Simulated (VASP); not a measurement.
# LiFeN (P-6m2) in VASP: notebook

One crystal, LiFeN, is run at these levels: PBE; tasks: single point.

Everything below comes from runs of VASP 6.6.1. Logs are shortened: lines on timing, memory, paths and dates and some standing lists are left out, and cuts for length are marked.

**1. The crystal as given**

The structure is hexagonal, space group P-6m2 (No. 187). Conventional cell: a = 3.101 Å, b = 3.101 Å, c = 4.145 Å, α = 90.00°, β = 90.00°, γ = 120.00°. Li (site symmetry -6m2) is surrounded by 2 N at 2.07 Å. Fe (site symmetry -6m2) is surrounded by 3 N at 1.79 Å. N (site symmetry -6m2) is surrounded by 3 Fe at 1.79 Å.

The cell comes from a database or a generator and needn't be the stable form of this composition.

**2. Single point, PBE, collinear spin, typed start**

The input, INCAR:

```
SYSTEM = LiFeN
PREC = Accurate
ENCUT = 520
EDIFF = 1E-6
ISMEAR = 0
SIGMA = 0.1
LREAL = .FALSE.
LASPH = .TRUE.
NELM = 150
ALGO = Normal
ISIF = 2
LWAVE = .FALSE.
LCHARG = .FALSE.
ISPIN = 2
MAGMOM = 0 4 0
LORBIT = 11
LMAXMIX = 4
GGA = PE
NBANDS = 19
```

The input, KPOINTS:

```
regular mesh
0
G
  6 6 4
  0 0 0
```

The input, POSCAR:

```
LiFeN
1.0
    3.1006003459      0.0000000000      0.0000000000
   -1.5503001730      2.6851986665      0.0000000000
    0.0000000000      0.0000000000      4.1453390000
Li Fe N
1 1 1
Direct
    0.3333333300      0.6666666700      0.0000000000
    0.6666666700      0.3333333300      0.5000000000
    0.3333333300      0.6666666700      0.5000000000
```

Potentials or basis: VASP PAW PBE potentials, release 64 (Li_sv, Fe, N).

Command:

```console
> cat potpaw_PBE.64/Li_sv/POTCAR potpaw_PBE.64/Fe/POTCAR potpaw_PBE.64/N/POTCAR > POTCAR
> mpirun -np 1 vasp_std > vasp.out
```

OUTCAR:

```text
SYSTEM = LiFeN
   PREC = Accurate
   ENCUT = 520
   EDIFF = 1E-6
   ISMEAR = 0
   LREAL = .FALSE.
   LASPH = .TRUE.
   NELM = 150
   ISIF = 2
   ISPIN = 2
   LORBIT = 11
   GGA = PE

 ion  position               nearest neighbor table
   1  0.333  0.667  0.000-   3 2.07   3 2.07   2 2.74   2 2.74   2 2.74   2 2.74   2 2.74   2 2.74

   2  0.667  0.333  0.500-   3 1.79   3 1.79   3 1.79   1 2.74   1 2.74   1 2.74   1 2.74   1 2.74
                             1 2.74
   3  0.333  0.667  0.500-   2 1.79   2 1.79   2 1.79   1 2.07   1 2.07

  LATTYP: Found a hexagonal cell.
 ALAT       =     3.1006003459
 C/A-ratio  =     1.3369472159

  Lattice vectors:

 A1 = (   3.1006003459,   0.0000000000,   0.0000000000)
 A2 = (  -1.5503001730,   2.6851986665,   0.0000000000)
 A3 = (   0.0000000000,   0.0000000000,   4.1453390000)

Analysis of symmetry for initial positions (statically):
=====================================================================
 Subroutine PRICEL returns:
 Original cell was already a primitive cell.

 Routine SETGRP: Setting up the symmetry group for a
 hexagonal supercell.

 Subroutine GETGRP returns: Found 12 space group operations
 (whereof 12 operations were pure point group operations)
 out of a pool of 24 trial point group operations.

The static configuration has the point symmetry D_3h.

Analysis of symmetry for dynamics (positions and initial velocities):
=====================================================================
 Subroutine PRICEL returns:
 Original cell was already a primitive cell.

 Routine SETGRP: Setting up the symmetry group for a
 hexagonal supercell.

 Subroutine GETGRP returns: Found 12 space group operations
 (whereof 12 operations were pure point group operations)
 out of a pool of 24 trial point group operations.

The dynamic configuration has the point symmetry D_3h.

Analysis of structural, dynamic, and magnetic symmetry:
=====================================================================
 Subroutine PRICEL returns:
 Original cell was already a primitive cell.

 Routine SETGRP: Setting up the symmetry group for a
 hexagonal supercell.

 Subroutine GETGRP returns: Found 12 space group operations
 (whereof 12 operations were pure point group operations)
 out of a pool of 24 trial point group operations.

The overall configuration has the point symmetry D_3h.

 Subroutine INISYM returns: Found 12 space group operations
 (whereof 12 operations are pure point group operations),
 and found     1 'primitive' translations

----------------------------------------------------------------------------------------

                                     Primitive cell

  volume of cell :      34.5130

  direct lattice vectors                    reciprocal lattice vectors
     3.100600346  0.000000000  0.000000000     0.322518186  0.186205962  0.000000000
    -1.550300173  2.685198666  0.000000000     0.000000000  0.372411923  0.000000000
     0.000000000  0.000000000  4.145339000     0.000000000  0.000000000  0.241234794

  length of vectors
     3.100600346  3.100600346  4.145339000     0.372411923  0.372411923  0.241234794

  position of ions in fractional coordinates (direct lattice)
     0.333333330  0.666666670  0.000000000
     0.666666670  0.333333330  0.500000000
     0.333333330  0.666666670  0.500000000

  ion indices of the primitive-cell ions
   primitive index   ion index
                 1           1
                 2           2
                 3           3

----------------------------------------------------------------------------------------

 KPOINTS: regular mesh

Automatic generation of k-mesh.
 Grid dimensions read from file:
 generate k-points for:    6    6    4

 Generating k-lattice:

  Cartesian coordinates                     Fractional coordinates (reciprocal lattice)
     0.053753031  0.031034327  0.000000000     0.166666667  0.000000000  0.000000000
     0.000000000  0.062068654  0.000000000     0.000000000  0.166666667  0.000000000
     0.000000000  0.000000000  0.060308699     0.000000000  0.000000000  0.250000000

  Length of vectors
     0.062068654  0.062068654  0.060308699

  Shift w.r.t. Gamma in fractional coordinates (k-lattice)
     0.000000000  0.000000000  0.000000000

 Subroutine IBZKPT returns following result:
 ===========================================

 Found     21 irreducible k-points:

 Following reciprocal coordinates:
            Coordinates               Weight
  0.000000  0.000000  0.000000      1.000000
  0.166667  0.000000  0.000000      6.000000
  0.333333  0.000000  0.000000      6.000000
  0.500000  0.000000  0.000000      3.000000
  0.166667  0.166667  0.000000      6.000000
  0.333333  0.166667  0.000000     12.000000
[... 13 lines left out ...]
  0.333333  0.166667  0.500000     12.000000
  0.333333  0.333333  0.500000      2.000000
   k-points           NKPTS =     21   k-points in BZ     NKDIM =     21   number of bands    NBANDS=     19
   number of dos      NEDOS =    301   number of ions     NIONS =      3
   total plane-waves  NPLWV =  18432
   dimension x,y,z NGX =    24 NGY =   24 NGZ =   32
   dimension x,y,z NGXF=    48 NGYF=   48 NGZF=   64
   ions per type =               1   1   1
   NGX,Y,Z   is equivalent  to a cutoff of  12.87, 12.87, 12.83 a.u.
   NGXF,Y,Z  is equivalent  to a cutoff of  25.74, 25.74, 25.67 a.u.
 SYSTEM =  LiFeN
   PREC   = accura    normal or accurate (medium, high low for compatibility)
   ISTART =      0    job   : 0-new  1-cont  2-samecut
   ICHARG =      2    charge: 1-file 2-atom 10-const
   ISPIN  =      2    spin polarized calculation?
   LNONCOLLINEAR =      F non collinear calculations
   LSORBIT =      F    spin-orbit coupling
   LASPH  =      T    aspherical Exc in radial PAW
   ENCUT  =  520.0 eV  38.22 Ry    6.18 a.u.   5.77  5.77  7.71*2*pi/ulx,y,z
   NELM   =    150;   NELMIN=  2; NELMDL= -5     # of ELM steps
   EDIFF  = 0.1E-05   stopping-criterion for ELM
   LREAL  =      F    real-space projection
   EDIFFG = 0.1E-04   stopping-criterion for IOM
   NSW    =      0    number of steps for IOM
   IBRION =     -1    ionic relax: 0-MD 1-quasi-New 2-CG
   NFREE  =      0    steps in history (QN), initial steepest desc. (CG)
   ISIF   =      2    stress and relaxation
   ISYM   =      2    0-nonsym 1-usesym 2-fastsym
   POTIM  = 0.5000    time-step for ionic-motion
   TEBEG  =    0.0;   TEEND  =   0.0 temperature during run
   PSTRESS=    0.0 pullay stress
   NELECT =      16.0000    total number of electrons
   NUPDOWN=      -1.0000    fix difference up-down
   EMIN   =  10.00;   EMAX   =-10.00  energy-range for DOS
   EFERMI =   0.00;   METHOD = LEGACY
   ISMEAR =     0;   SIGMA  =   0.10  broadening in eV -4-tet -1-fermi 0-gaus
   EFERMI_NEDOS =   21; number of points for ismear=-14 and -15
   IALGO  =     38    algorithm
   IMIX   =      4    mixing-type and parameters
     AMIX     =   0.40;   BMIX     =  1.00
     AMIX_MAG =   1.60;   BMIX_MAG =  1.00
  volume/ion in A,a.u.               =      11.50        77.63
  Fermi-wavevector in a.u.,A,eV,Ry     =   1.267031  2.394342 21.842368  1.605369
  Thomas-Fermi vector in A             =   2.400201
   LORBIT       =     11    0 simple, 1 ext, 2 COOP (PROOUT), +10 PAW based schemes
   GGA     = PE    functional components
   LHFCALC =     F    Hartree Fock is set to
   AEXX    =    0.0000 exact exchange contribution
   IVDW    =     0    specifies the selected vdW correction
   LEPSILON=     F    determine dielectric tensor
   LRPA    =     F    only Hartree local field effects (RPA)
 spin polarized calculation
 Gauss-broadening in eV      SIGMA  =   0.10
  energy-cutoff  :      520.00
  volume of cell :       34.51
 maximum number of plane-waves:       942
 NGX is ok and might be reduce to    24
   NGX = 11   NGY = 11   NGZ = 15

 number of electron      15.9999985 magnetization       0.4858774

 Free energy of the ion-electron system (eV)
  ---------------------------------------------------
  ext. energy  EPLUGINS =         0.00000000
  ---------------------------------------------------
  free energy    TOTEN  =       -18.92479234 eV

  energy without entropy =      -18.90958055  energy(sigma->0) =      -18.91718645

 E-fermi :   3.8323     XC(G=0): -10.2444

 val. band max:        3.8106001481   @ k =   0.3333   0.1667   0.2500
 cond. band min:       3.8409851594   @ k =   0.3333   0.1667   0.5000
 fundamental gap:      0.0303850112
 Fermi energy:         3.8323000230

 spin component 1

 k-point     1 :       0.0000    0.0000    0.0000
  band No.  band energies     occupation
      1     -41.9701      1.00000
      2     -12.4838      1.00000
      3      -2.5810      1.00000
      4      -2.5810      1.00000
      5      -1.0800      1.00000
      6       1.0758      1.00000
[... 11 lines left out ...]
     18      21.6087      0.00000
     19      23.4908      0.00000
[... 422 lines left out ...]
      2     -11.3643      1.00000
      3      -1.5890      1.00000
      4      -1.1543      1.00000
      5      -1.0601      1.00000
      6       1.1937      1.00000
[... 11 lines left out ...]
     18      23.1445      0.00000
     19      23.4029      0.00000
 Fermi energy:         3.8323000230

 spin component 2

 k-point     1 :       0.0000    0.0000    0.0000
  band No.  band energies     occupation
      1     -41.9747      1.00000
      2     -12.4588      1.00000
      3      -2.3320      1.00000
      4      -2.3320      1.00000
      5      -1.0676      1.00000
      6       1.2092      1.00000
[... 11 lines left out ...]
     18      21.5500      0.00000
     19      23.5024      0.00000
[... 423 lines left out ...]
      3      -1.5099      1.00000
      4      -1.0506      1.00000
      5      -1.0160      1.00000
      6       1.7641      1.00000
[... 11 lines left out ...]
     18      23.1524      0.00000
     19      23.5900      0.00000

------------------------ aborting loop because EDIFF is reached ----------------------------------------

  FORCE on cell =-STRESS in cart. coord.  units (eV):
  Direction    XX          YY          ZZ          XY          YZ          ZX
  --------------------------------------------------------------------------------------
  -------------------------------------------------------------------------------------
  Total        0.1841725      0.1841725     -0.0248554     -0.0000000      0.0000000      0.0000000
  in kB        8.5497448      8.5497448     -1.1538504     -0.0000000      0.0000000      0.0000000
  external PRESSURE =       5.3152131 kB  Pullay stress =       0.0000000 kB

 VOLUME and BASIS-vectors are now :
 -----------------------------------------------------------------------------
  energy-cutoff  :      520.00
  volume of cell :       34.51
      direct lattice vectors                 reciprocal lattice vectors
     3.100600346  0.000000000  0.000000000     0.322518186  0.186205962  0.000000000
    -1.550300173  2.685198666  0.000000000     0.000000000  0.372411923  0.000000000
     0.000000000  0.000000000  4.145339000     0.000000000  0.000000000  0.241234794

 POSITION                                       TOTAL-FORCE (eV/Angst)
 -----------------------------------------------------------------------------------
     -0.00000      1.79013      0.00000         0.000000      0.000000      0.000000
      1.55030      0.89507      2.07267        -0.000000     -0.000000      0.000000
     -0.00000      1.79013      2.07267         0.000000     -0.000000      0.000000
 -----------------------------------------------------------------------------------
    total drift:                                0.000015     -0.000009      0.000000

  FREE ENERGIE OF THE ION-ELECTRON SYSTEM (eV)
  ---------------------------------------------------
  free  energy   TOTEN  =       -18.9247923414 eV

  energy  without entropy=      -18.9095805514  energy(sigma->0) =      -18.91718645

 total charge

# of ion       s       p       d       tot
------------------------------------------
    1        2.027   0.066   0.000   2.093
    2        0.532   0.629   6.513   7.674
    3        1.271   2.449   0.000   3.721
--------------------------------------------------
tot          3.830   3.144   6.513  13.488

 magnetization (x)

# of ion       s       p       d       tot
------------------------------------------
    1       -0.001  -0.001   0.000  -0.002
    2        0.006   0.018   0.469   0.493
    3        0.004  -0.008   0.000  -0.004
--------------------------------------------------
tot          0.009   0.009   0.469   0.487
```

It took 27 s on 1 thread of Intel Xeon Platinum 8259CL at 2.50GHz (Skylake/Cascade Lake), shared host; peak memory 0.17 GiB.

What came out:

- Free energy: -18.9248 eV
- Band gap on the k mesh: none (metal or under the smearing width)
- Net moment: 0.49 μB per cell
- Site moments: Li -0.00; Fe +0.49; N -0.00 μB
- Valence electrons inside the program's atomic spheres: Li 2.09; Fe 7.67; N 3.72

Levels at points of the mesh, in eV from the Fermi level:
Spin up:
```csv
k point,band 5,band 6,band 7,band 8,band 9,band 10,band 11,band 12
"(0.00, 0.00, 0.00)",-4.91,-2.76,-0.98,-0.98,2.15,3.51,3.51,8.19
"(0.50, 0.00, 0.00)",-4.63,-1.90,-1.37,-1.20,0.03,0.59,4.23,5.98
"(0.00, 0.00, 0.50)",-5.42,-1.24,-1.03,-1.03,2.35,3.55,3.55,4.72
"(0.50, 0.00, 0.50)",-4.59,-1.59,-1.30,-0.46,-0.33,0.09,2.05,6.76
```
Spin down:
```
           k point  band 4  band 5  band 6  band 7  band 8  band 9  band 10  band 11  band 12  band 13
(0.00, 0.00, 0.00)   -6.16   -4.90   -2.62   -0.60   -0.60    2.35     3.95     3.95     8.19     9.36
(0.50, 0.00, 0.00)   -5.13   -4.44   -1.61   -0.88   -0.82    0.52     0.87     4.24     6.08     7.48
(0.00, 0.00, 0.50)   -6.15   -5.42   -0.92   -0.65   -0.65    2.28     3.99     3.99     4.83    12.20
(0.50, 0.00, 0.50)   -5.04   -4.40   -1.07   -0.93   -0.26   -0.09     0.58     2.22     6.70     8.93
```

Caveat: the k mesh is coarse (spacing up to 0.39 Å⁻¹), so the values aren't converged; the cutoff is under 1.25 times the usual one of these potentials, so pressure, stress and relaxed cells hold a basis-set (Pulay) error; the moment fell far below its start of 4 μB, so a state of higher moment may lie lower in energy; a cell with one magnetic atom can't hold antiferromagnetic order, which such compounds often take. With open d or f shells a metallic result of PBE can be an artefact of self-interaction; +U or a hybrid may open a gap.

**3. Single point, PBE**

The input, INCAR:

```
PREC = Accurate
ENCUT = 520
EDIFF = 1E-7
ISMEAR = -1
SIGMA = 0.019
LREAL = False
LASPH = True
NELM = 100
ALGO = Normal
ISIF = 2
LWAVE = False
LCHARG = True
GGA = PE
LELF = True
LVHAR = True
NBANDS = 15
```

The input, KPOINTS:

```
regular mesh
0
Gamma
  6 6 4
```

The input, POSCAR:

```
LiFeN
1.0
    3.1006003459      0.0000000000      0.0000000000
   -1.5503001730      2.6851986665      0.0000000000
    0.0000000000      0.0000000000      4.1453390000
Li Fe N
1 1 1
Direct
    0.3333333333      0.6666666667      0.0000000000
    0.6666666667      0.3333333333      0.5000000000
    0.3333333333      0.6666666667      0.5000000000
```

Potentials or basis: VASP PAW PBE potentials, release 64 (Li_sv, Fe, N).

Command:

```console
> cat potpaw_PBE.64/Li_sv/POTCAR potpaw_PBE.64/Fe/POTCAR potpaw_PBE.64/N/POTCAR > POTCAR
> mpirun -np 1 vasp_std > vasp.out
```

Wall time 12 s (1 thread of Intel Xeon Platinum 8259CL at 2.50GHz (Skylake/Cascade Lake), shared host); peak memory 0.15 GiB.

The run converged. Its results:

| Item | Value |
| --- | --- |
| Free energy | -18.9210 eV |
| Band gap on the k mesh | none (metal or under the smearing width) |

Levels at points of the mesh, in eV from the Fermi level:
```csv
k point,band 4,band 5,band 6,band 7,band 8,band 9,band 10,band 11,band 12,band 13
"(0.00, 0.00, 0.00)",-6.45,-5.03,-2.77,-0.89,-0.89,2.15,3.55,3.55,8.09,9.19
"(0.50, 0.00, 0.00)",-5.30,-4.69,-1.84,-1.28,-1.11,0.10,0.61,4.14,5.93,7.36
"(0.00, 0.00, 0.50)",-6.43,-5.53,-1.16,-0.95,-0.95,2.21,3.59,3.59,4.65,12.04
"(0.50, 0.00, 0.50)",-5.20,-4.66,-1.48,-1.22,-0.39,-0.38,0.16,2.03,6.64,8.75
```

Caveat: the k mesh is coarse (spacing up to 0.39 Å⁻¹), so the values aren't converged; the cutoff is under 1.25 times the usual one of these potentials, so pressure, stress and relaxed cells hold a basis-set (Pulay) error; the run has no spin polarisation, though such a crystal can be magnetic. With open d or f shells a metallic result of PBE can be an artefact of self-interaction; +U or a hybrid may open a gap.
